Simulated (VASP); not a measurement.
OSZICAR of a VASP run on In (bct):

OSZICAR:
```
       N       E                     dE             d eps       ncg     rms          rms(c)
DAV:   1     0.489076529426E+02    0.48908E+02   -0.63841E+03  8594   0.158E+03
DAV:   2    -0.222200270046E+02   -0.71128E+02   -0.70167E+02  8716   0.289E+02
DAV:   3    -0.250037377905E+02   -0.27837E+01   -0.27757E+01  9946   0.664E+01
DAV:   4    -0.250717064021E+02   -0.67969E-01   -0.67945E-01 11322   0.104E+01
DAV:   5    -0.250745264363E+02   -0.28200E-02   -0.28199E-02 10808   0.165E+00    0.354E+00
DAV:   6    -0.224431455943E+02    0.26314E+01   -0.15840E+00  9564   0.316E+01    0.140E+00
DAV:   7    -0.225525688778E+02   -0.10942E+00   -0.17380E-01  8836   0.892E+00    0.119E+00
DAV:   8    -0.225317362866E+02    0.20833E-01   -0.10918E-01  8692   0.331E+00    0.265E-01
DAV:   9    -0.225744069724E+02   -0.42671E-01   -0.38977E-02  8638   0.203E+00    0.212E-01
DAV:  10    -0.225701424091E+02    0.42646E-02   -0.27376E-03  9576   0.772E-01    0.137E-01
DAV:  11    -0.225743709257E+02   -0.42285E-02   -0.35275E-03  8734   0.886E-01    0.183E-01
DAV:  12    -0.225753995585E+02   -0.10286E-02   -0.10310E-03  9356   0.557E-01    0.224E-02
DAV:  13    -0.225756117858E+02   -0.21223E-03   -0.22110E-04  8938   0.196E-01    0.168E-02
DAV:  14    -0.225756120846E+02   -0.29884E-06   -0.11458E-05 10798   0.390E-02    0.354E-02
DAV:  15    -0.225756147751E+02   -0.26905E-05   -0.34690E-06  8884   0.228E-02    0.259E-02
DAV:  16    -0.225756223292E+02   -0.75542E-05   -0.32888E-06  8736   0.309E-02    0.150E-02
DAV:  17    -0.225756236716E+02   -0.13424E-05   -0.37732E-07  9104   0.779E-03    0.133E-02
DAV:  18    -0.225756240171E+02   -0.34545E-06   -0.12308E-07  9104   0.353E-03    0.110E-02
DAV:  19    -0.225756244447E+02   -0.42766E-06   -0.48414E-07  9032   0.862E-03    0.379E-03
DAV:  20    -0.225756242865E+02    0.15826E-06   -0.62509E-08  5076   0.496E-03    0.147E-03
DAV:  21    -0.225756243285E+02   -0.42062E-07   -0.80852E-09  4508   0.103E-03
   1 F= -.22575624E+02 E0= -.22575613E+02  d E =-.353939E-04
```

Task: Which electronic solver shows in the log?

Result: It is blocked Davidson (ALGO = Normal, or the opening steps of other solvers). The INCAR had ALGO = Normal.

Task: Can the final energy be trusted as converged?

Result: The run converged. It stopped with EDIFF = 1E-7, NELM = 100 (r2SCAN meta-GGA, plane waves, VASP's PBE PAW potentials (set 64)).

The compound is In in the bct structure. This cell was strained or had an atom moved on purpose.
